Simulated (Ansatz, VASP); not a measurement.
# BaY2C2 in two plane-wave programs, part 2 of 2

Aim: how closely do two programs agree when they are given the same cell, functional and k mesh? The cell is invented: As first built, before any earlier steps moved the atoms (in the runner's words): it takes the BaAl2Si2 structure with some of its atoms replaced by other elements, volume scaled by an estimate. It may not be a known or stable phase. The cell is taken from a series of VASP runs on this material, whose earlier steps may have relaxed, scaled or displaced it; both programs get it as it stands.

VASP 6.6.1 and Ansatz 0.2.0.

So far: The structure; Ansatz: relaxation of cell and atoms, PBE; VASP: relaxation of cell and atoms, PBE.

## Step 3: VASP: relaxation of cell and atoms, PBE (continued)

Level of this step: PBE; plane waves and PAW (Ba_sv, Y_sv, C); invented cell (VASP).

Numbers of over 12 decimals in the logs are rounded to 6 here.

From OUTCAR (step 3):

```text
ion  position               nearest neighbor table
   1  0.000  0.000  0.000-   2 3.92   3 3.92   2 3.92   3 3.92   3 3.92   2 3.92   3 3.92   2 3.92

  LATTYP: Found a body centered tetragonal cell.
 ALAT       =     4.5230313352
 C/A-ratio  =     2.8291838644

 Subroutine GETGRP returns: Found 16 space group operations
 (whereof 16 operations were pure point group operations)

The static configuration has the point symmetry D_4h.

 Found     59 irreducible k-points:

   k-points           NKPTS =     59   k-points in BZ     NKDIM =     59   number of bands    NBANDS=     26

   dimension x,y,z NGX =    56 NGY =   56 NGZ =   56
   dimension x,y,z NGXF=   112 NGYF=  112 NGZF=  112

   ENCUT  =  560.0 eV  41.16 Ry    6.42 a.u.  13.80 13.80 13.80*2*pi/ulx,y,z

   NELECT =      40.0000    total number of electrons

 k-points in reciprocal lattice and weights: Automatic mesh
   0.00000000  0.00000000  0.00000000       0.002
   0.12500000 -0.00000000  0.00000000       0.016
   0.25000000 -0.00000000  0.00000000       0.016
   0.37500000  0.00000000  0.00000000       0.016
   0.50000000 -0.00000000  0.00000000       0.008
   0.12500000  0.12500000  0.00000000       0.016
   0.25000000  0.12500000  0.00000000       0.031
   0.37500000  0.12500000 -0.00000000       0.031
   0.50000000  0.12500000  0.00000000       0.031
[...]
-0.37500000 -0.37500000  0.37500000       0.004
   0.50000000  0.50000000  0.50000000       0.002

 average (electrostatic) potential at core
       1 -38.4848       2 -36.9600       3 -36.9600       4 -50.8676       5 -50.8676

 E-fermi :   2.7820

 k-point     1 :       0.0000    0.0000    0.0000
  band No.  band energies     occupation
    ...
     16       1.0473      2.00000
     17       1.3161      2.00000
     18       1.3161      2.00000
     19       2.4525      1.99726
     20       2.4525      1.99726
     21       3.0459      0.01015
     22       3.0479      0.00977
     23       3.5595      0.00000
     24       4.8474      0.00000
     25       5.4205      0.00000
    ...

 k-point     2 :       0.1250   -0.0000    0.0000
  band No.  band energies     occupation
    ...
     16       0.9362      2.00000
     17       1.1588      2.00000
     18       1.3079      2.00000
     19       2.3428      1.99969
     20       2.4162      1.99867
     21       3.2166      0.00034
     22       3.4979      0.00000
     23       3.6612      0.00000
     24       4.8770      0.00000
     25       5.0945      0.00000
    ...

 k-point     3 :       0.2500   -0.0000    0.0000
  band No.  band energies     occupation
    ...
     16       0.7777      2.00000
     17       1.2016      2.00000
     18       1.3366      2.00000
     19       2.0412      2.00000
     20       2.2797      1.99991
     21       3.6416      0.00000
     22       3.8563      0.00000
     23       4.0730      0.00000
     24       4.6584      0.00000
     25       5.1428      0.00000
    ...

  Total       -0.0047083     -0.0047083      0.0330010      0.0000000      0.0000000      0.0000000
  in kB       -0.0580082     -0.0580082      0.4065824      0.0000000      0.0000000      0.0000000
  external PRESSURE =       0.0968553 kB  Pullay stress =       0.0000000 kB

  energy-cutoff  :      560.00
  volume of cell :      130.04
      direct lattice vectors                 reciprocal lattice vectors
    -2.257427053  2.257427053  6.379724802     0.000000000  0.221491099  0.078373287
     2.257427053 -2.257427053  6.379724802     0.221491099  0.000000000  0.078373287
     2.257427053  2.257427053 -6.379724802     0.221491099  0.221491099  0.000000000

 POSITION                                       TOTAL-FORCE (eV/Angst)
 -----------------------------------------------------------------------------------
      2.25743      2.25743     -6.37972        -0.000000     -0.000000     -0.000000
      2.25743      0.00000      3.18986        -0.000000     -0.000000      0.000000
      0.00000      2.25743      3.18986        -0.000000     -0.000000      0.000000
      0.00000      0.00000      4.17371         0.000000      0.000000      0.003857
      0.00000      0.00000      8.58574         0.000000      0.000000     -0.003857
 -----------------------------------------------------------------------------------
    total drift:                               -0.000000     -0.000000      0.000000

  FREE ENERGIE OF THE ION-ELECTRON SYSTEM (eV)
  ---------------------------------------------------
  free  energy   TOTEN  =       -31.6986308639 eV

  energy  without entropy=      -31.6980750224  energy(sigma->0) =      -31.69835294

 reached required accuracy - stopping structural energy minimisation

 total charge
# of ion       s       p       d       f       tot
--------------------------------------------------
    1        2.024   5.580   0.244   0.000   7.848
    2        2.245   6.504   1.098   0.054   9.902
    3        2.245   6.504   1.098   0.054   9.902
    4        0.886   1.341   0.000   0.000   2.226
    5        0.886   1.341   0.000   0.000   2.226
--------------------------------------------------
tot          8.286  21.270   2.440   0.109  32.104

[... 3 further parts left out ...]
```

CONTCAR:

```
BaY2C2
   1.00000000000000
    -2.2574270534145615    2.2574270534145615    6.3797248020110073
     2.2574270534145615   -2.2574270534145615    6.3797248020110073
     2.2574270534145615    2.2574270534145615   -6.3797248020110073
  Ba              Y               C
     1     2     2
Direct
     0.0000000000000000    0.0000000000000000    1.0000000000000000
     0.2500000000000000    0.7500000000000000    0.5000000000000000
     0.7500000000000000    0.2500000000000000    0.5000000000000000
     0.3271072080734106    0.3271072080734106    0.0000000000000000
     0.6728927919265894    0.6728927919265894    0.0000000000000000
```

## Step 4: Side by side

Known differences besides the potentials themselves: both relaxations stop at a tolerance, which leaves soft axes loose, and VASP keeps its plane-wave basis; the cutoff is 420 eV in Ansatz and 560 eV in VASP; VASP leaves aspherical gradient terms in its spheres out (LASPH is not set), Ansatz keeps them; Ansatz adds a Pulay correction to the stress that steers its cell, VASP none. Total energies have different zeros and are not compared.

Both answers:

```
                                         quantity  Ansatz    VASP  difference
                                      volume (Å³)  129.73  130.04     -0.24 %
edge a after relaxation, in the typed setting (Å)   7.124   7.134     -0.14 %
```

The walks stopped with 0.00 GPa left in Ansatz and 0.01 GPa in VASP; each walk ends within a tolerance, so the volume difference is uncertain by about these residues over the bulk modulus, most in soft cells.

## Step 5: Outcome

```
difference in volume (relaxation of cell and atoms, PBE) : -0.24 %
```

The difference in volume is -0.24 % (relaxation of cell and atoms, PBE), within the 1.2 % picked in this series as the mark of a large difference, as far as the stopping tolerances let one tell. How closely two codes agree says nothing of how well the functional describes the real material.

[Lines on the potential files, build, host, timing and source positions are cut from VASP's logs without a mark.]

[Logs are printed without paths, hosts, clocks, repeated set-up lines and the standing remarks that a program may print on its own settings, such as how far it seeks lower states.]

[Hosts, paths, dates, database ids (printed as entryN), source tags and the programs' standing remarks are cut or masked in the printed files.]
